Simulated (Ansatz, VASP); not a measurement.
**Two plane-wave programs on Zn3C**

```xyz
8
Lattice="6.0679 0.0000 0.0000 -3.0340 5.2550 0.0000 0.0000 0.0000 4.7493" Properties=species:S:1:pos:R:3 pbc="T T T"
Zn    1.5163    0.8755    3.5620
Zn    4.5516    0.8755    3.5620
Zn    3.0340    3.5041    3.5620
Zn    1.5176    4.3795    1.1873
Zn   -1.5176    4.3795    1.1873
Zn    0.0000    1.7509    1.1873
C     3.0340    1.7517    1.1873
C     0.0000    3.5033    3.5620
```

Change from the starting cell: species swapped into the Pm3Pr type (P6_3/mmc, No. 194).

Alike in both runs: task single point; functional PBE; k mesh 3 × 3 × 4; occupations gaussian, width 0.1 eV; no spin polarisation.

|  | VASP | Ansatz |
| --- | --- | --- |
| version | VASP 6.6.1 | Ansatz 0.2.0 |
| potentials or method | VASP PAW PBE potentials, release 64 (Zn, C) | scalar-relativistic, plane waves, PAW |
| plane-wave cutoff (eV) | 520 | 420 |
| valence electrons in the cell | 80 | 80 |

|  | VASP | Ansatz | Ansatz less VASP |
| --- | --- | --- | --- |
| gap on the k mesh at the Fermi level (eV) | none | none | - |
| pressure (GPa) | -14.8 | -14.8 | -0.07 |
| largest component of the traceless stress (GPa) | 0.82 | 0.84 | +0.015 |
| rms of the force components (eV/Å) | 0.185 | 0.185 | 0.0000 |

Atom by atom the forces differ by 0.000 eV/Å (rms over components). A gap of «none» marks a metal or a gap that the smearing closes.

Caveats: the k mesh is coarse (spacing up to 0.40 Å⁻¹), so the values aren't converged.
